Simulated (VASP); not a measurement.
Consider the following.

```xyz
2
Lattice="4.0185 0.0000 0.0000 0.0000 4.0185 0.0000 0.0000 0.0000 4.0185" Properties=species:S:1:pos:R:3 pbc="T T T"
Tl     0.0000     0.0000     0.0000
Br     2.0093     2.0093     2.0093
```

The numbers are results of PBE GGA with D3 dispersion (Becke-Johnson damping), VASP's PBE PAW potentials (set 64) (plane waves; VASP), not measurements. Run with 520 eV cut-off, 7×7×7 Γ-centred mesh, Gaussian smearing of 0.050 eV, potentials Tl_d Br.

Q: The job: TlBr (CsCl type), 2 atoms, PBE-D3(BJ), static run, 520 eV, 7×7×7 Γ-centred mesh. Roughly how much core time does it take on a busy server core?

A: About 8 core-seconds (one run on a shared machine, a rough figure). It had 20 irreducible k-points, 14 bands, up to 1767 plane waves and 13 electronic steps.

The compound is TlBr in the CsCl type structure. This cell is one point of a volume scan, at 1.03 of the reference volume.
